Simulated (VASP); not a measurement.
# Sb2Te4O (C2/m) in VASP: single point with r2SCAN

Aim: the single point of Sb2Te4O with r2SCAN.

All numbers are computed with VASP 6.6.1; they aren't measurements. Logs are shortened: lines on timing, memory, paths and dates and some standing lists are left out, and cuts for length are marked.

## 1. The crystal as given

The structure is monoclinic, space group C2/m (No. 12). The conventional cell has a = 9.006 Å, b = 4.179 Å, c = 13.385 Å, α = 90.00°, β = 107.73°, γ = 90.00°. Sb (site symmetry m) has 1 O at 1.98 Å as nearest neighbours. Te (site symmetry m) is surrounded by 2 Sb at 2.88 Å. Te (site symmetry m) has 2 Te at 2.85 Å as nearest neighbours. O (site symmetry 2/m) is surrounded by 2 Sb at 1.98 Å.

The cell was built by a generator and needn't be a form met in nature.

## 2. Single point, r2SCAN

Input file INCAR:

```
SYSTEM = Sb2Te4O
ALGO     = Normal         ! electronic algorithm
EDIFF    = 1E-6           ! SCF threshold, eV
ENCUT    = 520            ! plane-wave cutoff, eV
ISIF     = 2              ! what is computed and relaxed
ISMEAR   = 0              ! smearing method
KPAR     = 4            
LASPH    = .TRUE.         ! aspherical terms in the spheres
LCHARG   = .FALSE.        ! write CHGCAR
LMIXTAU  = .TRUE.       
LREAL    = .FALSE.        ! projectors in reciprocal space
LWAVE    = .FALSE.        ! write WAVECAR
METAGGA  = R2SCAN         ! meta-GGA
NELM     = 150            ! most SCF steps
PREC     = Accurate       ! precision mode
SIGMA    = 0.1            ! smearing width, eV
```

Input file KPOINTS:

```
k-points
0
G
  8 8 4
  0 0 0
```

Input file POSCAR:

```
Sb2Te4O
1.0
    4.5030770000     -2.0895100000      0.0000000000
    4.5030770000      2.0895100000      0.0000000000
   -4.0770480000      0.0000000000     12.7489980000
Sb Te O
2 4 1
Direct
    0.8687340000      0.8687340000      0.0944610000
    0.1312660000      0.1312660000      0.9055390000
    0.5180190000      0.5180190000      0.2384530000
    0.4819810000      0.4819810000      0.7615470000
    0.7391580000      0.7391580000      0.5696420000
    0.2608420000      0.2608420000      0.4303580000
    0.0000000000      0.0000000000      0.0000000000
```

Potentials or basis: VASP PAW PBE potentials, release 64 (Sb, Te, O).

Launch:

```
$ cat potpaw_PBE.64/Sb/POTCAR potpaw_PBE.64/Te/POTCAR potpaw_PBE.64/O/POTCAR > POTCAR
$ mpirun -np 4 vasp_std > vasp.out
```

OUTCAR:

```text
SYSTEM = Sb2Te4O
   EDIFF = 1E-6
   ENCUT = 520
   ISIF = 2
   ISMEAR = 0
   LASPH = .TRUE.
   LREAL = .FALSE.
   METAGGA = R2SCAN
   NELM = 150
   PREC = Accurate

 ion  position               nearest neighbor table
   1  0.869  0.869  0.094-   7 1.98   3 2.88   3 2.88   2 3.47   2 3.47
   2  0.131  0.131  0.906-   7 1.98   4 2.88   4 2.88   1 3.47   1 3.47
   3  0.518  0.518  0.238-   1 2.88   1 2.88   6 3.51   6 3.51
   4  0.482  0.482  0.762-   2 2.88   2 2.88   5 3.51   5 3.51
   5  0.739  0.739  0.570-   6 2.85   6 2.85   4 3.51   4 3.51
   6  0.261  0.261  0.430-   5 2.85   5 2.85   3 3.51   3 3.51
   7  0.000  0.000  0.000-   1 1.98   2 1.98

  LATTYP: Found a base centered monoclinic cell.
 ALAT       =     9.0061540000
 B/A-ratio  =     0.4640182702
 C/A-ratio  =     1.4862103236
 COS(beta)  =    -0.3045973930

  Lattice vectors:

 A1 = (   4.5030770000,  -2.0895100000,   0.0000000000)
 A2 = (   4.5030770000,   2.0895100000,   0.0000000000)
 A3 = (  -4.0770480000,   0.0000000000,  12.7489980000)

Analysis of symmetry for initial positions (statically):
=====================================================================
 Subroutine PRICEL returns:
 Original cell was already a primitive cell.

 Routine SETGRP: Setting up the symmetry group for a
 base centered monoclinic supercell.

 Subroutine GETGRP returns: Found  4 space group operations
 (whereof  4 operations were pure point group operations)
 out of a pool of  4 trial point group operations.

The static configuration has the point symmetry C_2h.

Analysis of symmetry for dynamics (positions and initial velocities):
=====================================================================
 Subroutine PRICEL returns:
 Original cell was already a primitive cell.

 Routine SETGRP: Setting up the symmetry group for a
 base centered monoclinic supercell.

 Subroutine GETGRP returns: Found  4 space group operations
 (whereof  4 operations were pure point group operations)
 out of a pool of  4 trial point group operations.

The dynamic configuration has the point symmetry C_2h.

 Subroutine INISYM returns: Found  4 space group operations
 (whereof  4 operations are pure point group operations),
 and found     1 'primitive' translations

----------------------------------------------------------------------------------------

                                     Primitive cell

  volume of cell :     239.9164

  direct lattice vectors                    reciprocal lattice vectors
[... 104 lines left out ...]
   ISYM   =      2    0-nonsym 1-usesym 2-fastsym
   POTIM  = 0.5000    time-step for ionic-motion
   TEBEG  =    0.0;   TEEND  =   0.0 temperature during run
   PSTRESS=    0.0 pullay stress
   NELECT =      40.0000    total number of electrons
   NUPDOWN=      -1.0000    fix difference up-down
   EMIN   =  10.00;   EMAX   =-10.00  energy-range for DOS
   EFERMI =   0.00;   METHOD = LEGACY
   ISMEAR =     0;   SIGMA  =   0.10  broadening in eV -4-tet -1-fermi 0-gaus
   EFERMI_NEDOS =   21; number of points for ismear=-14 and -15
   IALGO  =     38    algorithm
   IMIX   =      4    mixing-type and parameters
     AMIX     =   0.40;   BMIX     =  1.00
     AMIX_MAG =   1.60;   BMIX_MAG =  1.00
  volume/ion in A,a.u.               =      34.27       231.29
  Fermi-wavevector in a.u.,A,eV,Ry     =   0.901035  1.702709 11.046075  0.811864
  Thomas-Fermi vector in A             =   2.024066
   LORBIT       =      0    0 simple, 1 ext, 2 COOP (PROOUT), +10 PAW based schemes
   METAGGA = R2SCAN    functional components
   LHFCALC =     F    Hartree Fock is set to
   AEXX    =    0.0000 exact exchange contribution
   IVDW    =     0    specifies the selected vdW correction
   LEPSILON=     F    determine dielectric tensor
   LRPA    =     F    only Hartree local field effects (RPA)
 non-spin polarized calculation
 Gauss-broadening in eV      SIGMA  =   0.10
  energy-cutoff  :      520.00
  volume of cell :      239.92
 maximum number of plane-waves:      6482
 NGX is ok and might be reduce to    40
   NGX = 19   NGY = 19   NGZ = 49

 number of electron      40.0000003 magnetization

 Free energy of the ion-electron system (eV)
  ---------------------------------------------------
  ext. energy  EPLUGINS =         0.00000000
  ---------------------------------------------------
  free energy    TOTEN  =      -160.45360320 eV

  energy without entropy =     -160.45147758  energy(sigma->0) =     -160.45254039

 E-fermi :   4.6322     XC(G=0):  -8.8368

 val. band max:        4.5518385533   @ k =   0.5000   0.3750   0.2500
 cond. band min:       4.6973432251   @ k =   0.1250   0.1250   0.2500
 fundamental gap:      0.1455046718
 Fermi energy:         4.6321686592

 k-point     1 :       0.0000    0.0000    0.0000
  band No.  band energies     occupation
      1     -15.8426      2.00000
      2      -9.2297      2.00000
      3      -8.3276      2.00000
      4      -7.8831      2.00000
      5      -5.6759      2.00000
      6      -4.5886      2.00000
[... 637 lines left out ...]
     23       6.3364      0.00000
     24       6.4779      0.00000

 [... further k-points ...]

------------------------ aborting loop because EDIFF is reached ----------------------------------------

  FORCE on cell =-STRESS in cart. coord.  units (eV):
  Direction    XX          YY          ZZ          XY          YZ          ZX
  --------------------------------------------------------------------------------------
  -------------------------------------------------------------------------------------
  Total       -1.6533363     -1.6766950     -1.6783983      0.0000000      0.0000000      0.6800305
  in kB      -11.0410891    -11.1970797    -11.2084545      0.0000000      0.0000000      4.5412885
  external PRESSURE =     -11.1488744 kB  Pullay stress =       0.0000000 kB

 VOLUME and BASIS-vectors are now :
 -----------------------------------------------------------------------------
  energy-cutoff  :      520.00
  volume of cell :      239.92
      direct lattice vectors                 reciprocal lattice vectors
     4.503077000 -2.089510000  0.000000000     0.111035188 -0.239290551  0.035508343
     4.503077000  2.089510000  0.000000000     0.111035188  0.239290551  0.035508343
    -4.077048000  0.000000000 12.748998000     0.000000000  0.000000000  0.078437537

 POSITION                                       TOTAL-FORCE (eV/Angst)
 -----------------------------------------------------------------------------------
      7.43883      0.00000      1.20428         0.390580     -0.000000     -0.103478
     -2.50972      0.00000     11.54471        -0.390580     -0.000000      0.103478
      3.69317      0.00000      3.04004        -0.071267     -0.000000     -0.287933
      1.23593      0.00000      9.70896         0.071267     -0.000000      0.287933
      4.33451      0.00000      7.26236         0.099888     -0.000000     -0.218067
      0.59459      0.00000      5.48663        -0.099888     -0.000000      0.218067
      0.00000      0.00000      0.00000        -0.000000      0.000000      0.000000
 -----------------------------------------------------------------------------------
    total drift:                                0.000000     -0.000000     -0.000000

  FREE ENERGIE OF THE ION-ELECTRON SYSTEM (eV)
  ---------------------------------------------------
  free  energy   TOTEN  =      -160.4536031990 eV

  energy  without entropy=     -160.4514775802  energy(sigma->0) =     -160.45254039
```

OSZICAR:

```text
N       E                     dE             d eps       ncg     rms          rms(c)
DAV:   1     0.956635279125E+02    0.95664E+02   -0.14726E+04  3744   0.137E+03
DAV:   2    -0.143582382194E+03   -0.23925E+03   -0.23587E+03  4808   0.216E+02
DAV:   3    -0.170010786372E+03   -0.26428E+02   -0.26235E+02  4808   0.789E+01
DAV:   4    -0.170702766833E+03   -0.69198E+00   -0.69093E+00  4424   0.139E+01
[... 17 lines left out ...]
DAV:  22    -0.160453600212E+03   -0.36810E-04   -0.63665E-05  4176   0.728E-02    0.193E-02
DAV:  23    -0.160453602563E+03   -0.23513E-05   -0.10503E-05  5104   0.211E-02    0.129E-02
DAV:  24    -0.160453590514E+03    0.12049E-04   -0.84781E-06  3968   0.300E-02    0.110E-02
DAV:  25    -0.160453602852E+03   -0.12338E-04   -0.86684E-06  4008   0.195E-02    0.621E-03
DAV:  26    -0.160453603199E+03   -0.34708E-06   -0.91652E-07  2416   0.866E-03
   1 F= -.16045360E+03 E0= -.16045254E+03  d E =-.212562E-02
```

stdout:

```text
POSCAR found type information on POSCAR SbTeO
 POSCAR found :  3 types and       7 ions
 scaLAPACK will be used
 -----------------------------------------------------------------------------
|                                                                             |
|                                                                             |
|     You enforced a specific xc type in the INCAR file but a different       |
|     I HOPE YOU KNOW WHAT YOU ARE DOING!                                     |
|                                                                             |
 -----------------------------------------------------------------------------

 LDA part: xc-table for (None), standard interpolation
 POSCAR, INCAR and KPOINTS ok, starting setup
 FFT: planning ... GRIDC
 FFT: planning ... GRID_SOFT
 FFT: planning ... GRID
 WAVECAR not read
 entering main loop
```

It took 8.9 min on 4 MPI ranks of Intel Xeon 6975P-C (Granite Rapids), shared host; peak memory 0.73 GiB.

What came out:

```
Free energy            : -160.4536 eV
Pressure               : -1.1 GPa
Largest force          : 0.404 eV/Å
Band gap on the k mesh : none (metal or under the smearing width)
```

Forces in eV/Å, atoms in the order of the input:
```
Sb   0.391  0.000 -0.103
Sb  -0.391  0.000  0.103
Te  -0.071  0.000 -0.288
Te   0.071  0.000  0.288
Te   0.100  0.000 -0.218
Te  -0.100  0.000  0.218
O    0.000  0.000  0.000
```

Levels at points of the mesh, in eV from the Fermi level:
```csv
k point,band 16,band 17,band 18,band 19,band 20,band 21,band 22,band 23,band 24
"(0.00, 0.00, 0.00)",-2.17,-1.88,-1.64,-1.19,-0.78,0.49,0.69,0.83,1.03
"(0.50, 0.00, 0.00)",-2.91,-1.92,-1.92,-1.52,-1.40,0.99,1.06,1.29,1.49
"(0.50, 0.50, 0.00)",-2.39,-2.14,-1.60,-1.48,-0.11,0.43,0.74,1.30,1.55
"(0.00, 0.00, 0.50)",-2.05,-1.80,-1.66,-1.34,-0.43,-0.13,0.44,1.04,1.52
"(0.50, 0.00, 0.50)",-2.68,-2.07,-1.60,-1.58,-1.19,0.10,0.54,1.27,1.95
"(0.50, 0.50, 0.50)",-2.49,-2.31,-1.58,-1.39,-0.19,0.21,0.65,1.12,1.91
```

Caveat: the PAW data sets were made with another functional, which shifts forces and pressure a little. Spin-orbit coupling is left out, which matters for the levels of Sb, Te.
